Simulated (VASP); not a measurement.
A run of VASP 6.6.1 is set up as follows.

The input INCAR:

```
SYSTEM = Zr3PdSe4
PREC     = Normal         ! precision mode
ENCUT    = 520            ! plane-wave cutoff, eV
EDIFF    = 1E-4           ! SCF threshold, eV
ISMEAR   = 0              ! smearing method
SIGMA    = 0.15           ! smearing width, eV
LREAL    = .FALSE.        ! projectors in reciprocal space
LASPH    = .TRUE.         ! aspherical terms in the spheres
NELM     = 60             ! most SCF steps
ALGO     = Fast           ! electronic algorithm
ISIF     = 3              ! what is computed and relaxed
LWAVE    = .FALSE.        ! write WAVECAR
LCHARG   = .FALSE.        ! write CHGCAR
GGA      = PE             ! functional
IBRION   = 2              ! ionic algorithm
NSW      = 24             ! ionic steps
EDIFFG   = -0.08          ! ionic threshold
```

Contents of KPOINTS:

```
regular mesh
0
G
  3 3 2
  0 0 0
```

File POSCAR:

```
Zr3PdSe4
1.0
    5.0252590400      0.0000000000      0.0000000000
   -2.5126295200      4.3520019900      0.0000000000
    0.0000000000      0.0000000000      8.6339521900
Zr Pd Se
3 1 4
Direct
    0.5000000000      0.0000000000      0.5000000000
    0.0000000000      0.5000000000      0.5000000000
    0.5000000000      0.5000000000      0.5000000000
    0.0000000000      0.0000000000      0.0000000000
    0.3333333300      0.6666666700      0.2363937500
    0.6666666700      0.3333333300      0.2363937500
    0.6666666700      0.3333333300      0.7636062500
    0.3333333300      0.6666666700      0.7636062500
```

Potentials or basis: VASP PAW PBE potentials, release 64 (Zr_sv, Pd, Se).

Command:

```bash
$ cat potpaw_PBE.64/Zr_sv/POTCAR potpaw_PBE.64/Pd/POTCAR potpaw_PBE.64/Se/POTCAR > POTCAR
$ mpirun -np 1 vasp_std > vasp.out
```

(1) What does it give for the relaxed volume?

(2) What does it give for the space group after relaxing (to 0.05 Å)?

(3) Estimate the relaxed cell.

(4) Predict the band gap on the k mesh.

## Answers

(1) 33.90 Å³/atom.

(2) P6/mmm (No. 191).

(3) a = 6.509 Å, b = 6.509 Å, c = 7.391 Å, α = 90.00°, β = 90.00°, γ = 120.00°.

(4) none (metal or under the smearing width).

Caveat: the k mesh is coarse (spacing up to 0.48 Å⁻¹), so the values aren't converged; the volume moved by over 15 % at a fixed basis, so the end points are rough.
